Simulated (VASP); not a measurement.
Computed with TPSS meta-GGA, VASP's PBE PAW potentials (set 64) (plane waves; VASP).

Input for VASP

**KPOINTS**
```
Automatic mesh
0
Gamma
7 7 7
0 0 0
```

### POSCAR
```
HfO2
1
    0.0000000000     2.5291806371     2.5291806371
    2.5291806371     0.0000000000     2.5291806371
    2.5291806371     2.5291806371     0.0000000000
Hf O
1 2
Direct
  0.0000000000   0.0000000000   0.0000000000
  0.2500000000   0.2500000000   0.2500000000
  0.7500000000   0.7500000000   0.7500000000
```

INCAR:
```
SYSTEM = HfO2
PREC = Accurate; ENCUT = 520; LREAL = .False.
LASPH = .True.
EDIFF = 1E-6; NELM = 100; ALGO = Normal
LMAXMIX = 6; LMIXTAU = .True.
ISMEAR = 0; SIGMA = 0.05
METAGGA = TPSS
IBRION = 2; NSW = 60; ISIF = 3
EDIFFG = -0.02
LWAVE = .False.; LCHARG = .False.
```

POTCAR, in this order: Hf_pv O (PBE.64 set). Program: vasp_std.

Q: Estimate the energy per atom (σ→0).

A: 
energy per atom (σ→0): -12.228 eV/atom

### OSZICAR
```
...
DAV:  13    -0.366803107409E+02    0.16736E-02   -0.27317E-03   677   0.428E-01    0.366E-01
DAV:  14    -0.366829349336E+02   -0.26242E-02   -0.17915E-03   705   0.398E-01    0.256E-01
DAV:  15    -0.366833814615E+02   -0.44653E-03   -0.45209E-04   614   0.195E-01    0.156E-01
DAV:  16    -0.366833751558E+02    0.63057E-05   -0.16282E-05   775   0.507E-02    0.110E-01
DAV:  17    -0.366833818649E+02   -0.67091E-05   -0.14108E-05   726   0.363E-02    0.281E-02
DAV:  18    -0.366833831747E+02   -0.13098E-05   -0.50810E-06   768   0.210E-02    0.222E-02
DAV:  19    -0.366833826193E+02    0.55545E-06   -0.65765E-06   642   0.194E-02
   1 F= -.36683383E+02 E0= -.36683383E+02  d E =-.366834E+02
```

The compound is HfO2 in the fluorite structure, the high-temperature cubic form, which is unstable at 0 K; the monoclinic form is the stable one. It was relaxed first. The start is the result of an earlier pass.
